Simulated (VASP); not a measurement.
```xyz
2
Lattice="0.0000 2.2139 2.2139 2.2139 0.0000 2.2139 2.2139 2.2139 0.0000" Properties=species:S:1:pos:R:3 pbc="T T T"
Ga     0.0000     0.0000     0.0000
N      1.1069     1.1069     1.1069
```

All values below come from optB86b-vdW, VASP's PBE PAW potentials (set 64) (plane waves; VASP). Settings: 520 eV cut-off, 10×10×10 Γ-centred mesh, Gaussian smearing of 0.050 eV, potentials Ga_d N.

Task: Give the stress tensor in GPa (positive for a compressed cell).

Result: 
```
12.91   0.00   0.00
 0.00  12.91   0.00
 0.00   0.00  12.91
```
The pressure is its mean diagonal, 12.91 GPa.

The compound is GaN in the zinc blende structure, a metastable form; wurtzite is the usual one. This cell is one point of a volume scan, at 0.94 of the reference volume.
